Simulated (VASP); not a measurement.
Consider the following.

```yaml
crystal:
  lattice:
    - [3.47252, 0.00000, 0.00000]
    - [0.00000, 3.47252, 0.00000]
    - [0.00000, 0.00000, 3.47252]
  atoms:
    - { symbol: Si, position: [0.00000, 0.00000, 0.00000] }
    - { symbol: Ni, position: [0.00000, 0.50000, 0.50000] }
    - { symbol: Ni, position: [0.50000, 0.00000, 0.50000] }
    - { symbol: Ni, position: [0.50000, 0.50000, 0.00000] }
```

All values below come from vdW-DF-cx, VASP's PBE PAW potentials (set 64) (plane waves; VASP). Numerical set-up: 520 eV cut-off, Gaussian smearing of 0.050 eV, potentials Si Ni.

Problem. Give the energies of bands 7 to 20 at the high-symmetry points, in eV from the Fermi level.

Solution. 
| band | Γ | X | M | R |
|---|---|---|---|---|
| 7 | -3.67 | -2.99 | -2.80 | -3.79 |
| 8 | -1.60 | -2.25 | -2.80 | -2.28 |
| 9 | -1.60 | -2.25 | -2.17 | -2.28 |
| 10 | -1.60 | -2.13 | -2.17 | -2.28 |
| 11 | -0.88 | -2.01 | -1.59 | -1.48 |
| 12 | -0.88 | -1.35 | -1.48 | -1.48 |
| 13 | -0.88 | -1.35 | -1.48 | -1.48 |
| 14 | -0.62 | -1.32 | -1.47 | -1.28 |
| 15 | -0.62 | -1.18 | -1.14 | -1.28 |
| 16 | -0.29 | -0.55 | -1.03 | -0.41 |
| 17 | 0.06 | 0.06 | -0.96 | -0.19 |
| 18 | 0.06 | 3.75 | 0.71 | -0.19 |
| 19 | 0.06 | 3.75 | 0.71 | -0.19 |
| 20 | 5.15 | 5.36 | 5.82 | 1.38 |

It has no gap at this level: it comes out as a metal or semimetal.

The compound is Ni3Si in the L1_2 structure. It was relaxed first. The run is not spin-polarised, so no magnetic state was tried.
